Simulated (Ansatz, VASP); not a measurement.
# Li60Nb12HO60 (H transfer from O to O) in two plane-wave programs, part 2 of 2

One calculation is typed for both programs; each brings its own data sets. How far apart do they land? Of the first pair: The structure shown is the start of the Ansatz relaxation below; VASP solves that cell, so the two are compared at the walk's first step.

VASP 6.6.1 and Ansatz 0.2.0.

So far. Step 3 (VASP: single point, PBEsol, start cell, pair 1): The run ends at a pressure of -0.32 GPa, with forces up to 15 eV/Å.

## 6. VASP: single point, PBEsol, relaxed cell, pair 2

Level of this step: PBEsol; plane waves and PAW (Li_sv, Nb_sv, O, H) (VASP).

The same cell, functional and mesh now go to VASP, with its own data sets.

INCAR

```
SYSTEM = Li60Nb12HO60
PREC = Accurate
ENCUT = 650
EDIFF = 1E-06
NELM = 120
ISMEAR = 0
SIGMA = 0.01
LREAL = Auto
ALGO = Normal
GGA = PS
NELECT = 696
NBANDS = 441
LASPH = .TRUE.
LORBIT = 11
LWAVE = .FALSE.
LCHARG = .FALSE.
ISIF = 2
ISYM = 0
GGA_COMPAT = .FALSE.
EFERMI = MIDGAP
```

POSCAR

```
Li60Nb12HO60
1.0
    0.0000000000    -12.0238779600      0.0000000000
   -9.6485437800      4.0079593200     -0.0066927900
    3.7205883000      0.0000000000    -10.9378066800
Li Nb O H
60 12 60 1
Direct
    0.0920100000      0.2839600000      0.3282300000
    0.1041000000      0.3100300000      0.0732700000
[... 1 atom line left out ...]
    0.2282200000      0.1838500000      0.4309800000
    0.2250100000      0.1738900000      0.1515400000
[... 1 atom line left out ...]
    0.1029400000      0.3085900000      0.5689800000
[... 2 atom lines left out ...]
    0.2363900000      0.2078100000      0.6714200000
[... 3 atom lines left out ...]
    0.2295300000      0.6908000000      0.4315500000
[... 5 atom lines left out ...]
    0.2346700000      0.7149800000      0.6741600000
    0.4319500000      0.2847100000      0.3283200000
    0.4375200000      0.3105600000      0.0733400000
    0.3339900000      0.9987200000      0.2503200000
    0.5645100000      0.1903100000      0.4323000000
    0.5714300000      0.2112900000      0.1727600000
[... 1 atom line left out ...]
    0.4373500000      0.3091900000      0.5688900000
[... 3 atom lines left out ...]
    0.4351500000      0.8029900000      0.3335500000
[... 1 atom line left out ...]
    0.3477100000      0.5414100000      0.2459800000
    0.5656400000      0.6915000000      0.4318300000
[... 2 atom lines left out ...]
    0.4402200000      0.8186700000      0.5683500000
    0.3312400000      0.4921400000      0.7556000000
[... 1 atom line left out ...]
    0.5764900000      0.7156700000      0.6745900000
[... 12 atom lines left out ...]
    0.6669400000      0.5003800000      0.2508900000
[... 3 atom lines left out ...]
    0.7708200000      0.8098800000      0.5700000000
[... 8 atom lines left out ...]
    0.3336000000      0.0002400000      0.5008900000
[... 1 atom line left out ...]
    0.3376800000      0.5121000000      0.5126000000
[... 3 atom lines left out ...]
    0.6673400000      0.4999100000      0.5008600000
    0.0488300000      0.1455500000      0.4140700000
    0.0522600000      0.1548700000      0.1597500000
[... 1 atom line left out ...]
    0.2774000000      0.3299500000      0.3367600000
    0.2884300000      0.3637600000      0.1044300000
[... 2 atom lines left out ...]
    0.1677700000      0.0015000000      0.5010400000
[... 1 atom line left out ...]
    0.2853700000      0.3542600000      0.5852500000
[... 7 atom lines left out ...]
    0.1694300000      0.5000000000      0.5004200000
[... 2 atom lines left out ...]
    0.3829200000      0.1459900000      0.4139200000
    0.3858400000      0.1554000000      0.1597700000
[... 1 atom line left out ...]
    0.6138500000      0.3422100000      0.3422900000
[... 2 atom lines left out ...]
    0.3861800000      0.1580700000      0.6600700000
[... 2 atom lines left out ...]
    0.6176800000      0.3539500000      0.5878000000
    0.3819200000      0.6438200000      0.4126100000
    0.3900000000      0.6679200000      0.1584700000
[... 1 atom line left out ...]
    0.6156100000      0.8427900000      0.3422100000
[... 2 atom lines left out ...]
    0.3879300000      0.6628000000      0.6629700000
    0.4983100000      0.5001500000      0.5006100000
[... 1 atom line left out ...]
    0.6179400000      0.8541400000      0.5880400000
[... 10 atom lines left out ...]
    0.7155800000      0.6461700000      0.4142900000
[... 5 atom lines left out ...]
    0.7189200000      0.6576200000      0.6596800000
[... 3 atom lines left out ...]
    0.2849800000      0.3539500000      0.2594800000
```

KPOINTS

```
Points of the shifted mesh
1
Reciprocal
 0.2500000000  0.2500000000  0.2500000000 1
```

PAW data sets: Li_sv, Nb_sv, O and H (PBE family, release 64).

The run is started by

```
$ export OMP_NUM_THREADS=4
$ mpirun -np 1 vasp_std
```

The log of the run:

```text
[banner, memory and clock lines left out]
running    1 mpi-ranks, on    1 nodes
[...]
Offloading initialized ...    1 GPUs detected
[...]
[... a notice as in an earlier step ...]

 LDA part: xc-table for (Slater+PW92), standard interpolation
 POSCAR, INCAR and KPOINTS ok, starting setup
[...]
entering main loop
       N       E                     dE             d eps       ncg     rms          rms(c)
DAV:   1     0.939411862853E+04    0.93941E+04   -0.37555E+05   882   0.202E+03
DAV:   2     0.518908237578E+03   -0.88752E+04   -0.83201E+04   938   0.644E+02
DAV:   3    -0.859520132240E+03   -0.13784E+04   -0.13479E+04  1300   0.228E+02
DAV:   4    -0.101321703074E+04   -0.15370E+03   -0.15277E+03  1524   0.702E+01
DAV:   5    -0.103446677449E+04   -0.21250E+02   -0.21216E+02  1652   0.207E+01BRMIX: very serious problems
 the old and the new charge density differ
 old charge density:   697.00000 new  696.00000
    0.739E+01
DAV:   6    -0.875260182879E+03    0.15921E+03   -0.66103E+02  1204   0.471E+01    0.264E+01
DAV:   7    -0.878086784469E+03   -0.28266E+01   -0.87768E+01  1524   0.151E+01    0.163E+01
DAV:   8    -0.876883241110E+03    0.12035E+01   -0.80045E+00  1188   0.520E+00    0.556E+00
DAV:   9    -0.876839762142E+03    0.43479E-01   -0.13590E+00  1532   0.220E+00    0.218E+00
[...]
DAV:  16    -0.876929928318E+03   -0.35474E-04   -0.59614E-05  1228   0.172E-02    0.614E-03
DAV:  17    -0.876929936450E+03   -0.81319E-05   -0.55882E-05  1308   0.886E-03    0.526E-03
DAV:  18    -0.876929936472E+03   -0.21915E-07   -0.36683E-06   820   0.360E-03
   1 F= -.87692994E+03 E0= -.87692994E+03  d E =0.000000E+00
```

From OUTCAR (step 6):

```text
  FREE ENERGIE OF THE ION-ELECTRON SYSTEM (eV)
  ---------------------------------------------------
  free  energy   TOTEN  =      -876.9299364718 eV

  energy  without entropy=     -876.9299364718  energy(sigma->0) =     -876.92993647

[... 1 part as in an earlier step ...]

[... 1 further part left out ...]
[key lines of the parts left out:]
E-fermi :   4.2375
```

The run ends at a pressure of -1.09 GPa, with forces up to 0.12 eV/Å.

## 7. Differences

The two programs side by side:

| quantity | Ansatz | VASP | difference |
| --- | --- | --- | --- |
| gap on the k mesh (eV) | 3.373 | 3.359 | +0.014 |

At this near-relaxed geometry the largest component of a force difference is 104 meV/Å. A gap on the mesh is an upper bound, since the band edges may lie between its points. The cell carries a charge of +1 e against a uniform background, so its pressure also hangs on how the neutralising background is counted, and in a defect's cell a gap may be the spacing between its levels.

## 8. Outcome

- r.m.s. force difference (single point, PBEsol, start cell, pair 1): 2.1 % of the r.m.s. force
- r.m.s. force difference (single point, PBEsol, relaxed cell, pair 2): 13 meV/Å

The r.m.s. force difference is 13 meV/Å (single point, PBEsol, relaxed cell, pair 2), beyond the 12 meV/Å picked in this series as the mark of a large difference. What causes the difference of the single point, PBEsol, relaxed cell, pair 2 pair stays open here. Such differences can come from data sets, numerical settings and the points named under the comparisons, not from the functional's error against experiment.

[Lines on the potential files, build, host, timing and source positions are cut from VASP's logs without a mark.]

[Logs are printed without paths, hosts, clocks, repeated set-up lines and the standing remarks that a program may print on its own settings, such as how far it seeks lower states.]

[Hosts, paths, dates, database ids (printed as entryN), source tags and the programs' standing remarks are cut or masked in the printed files.]
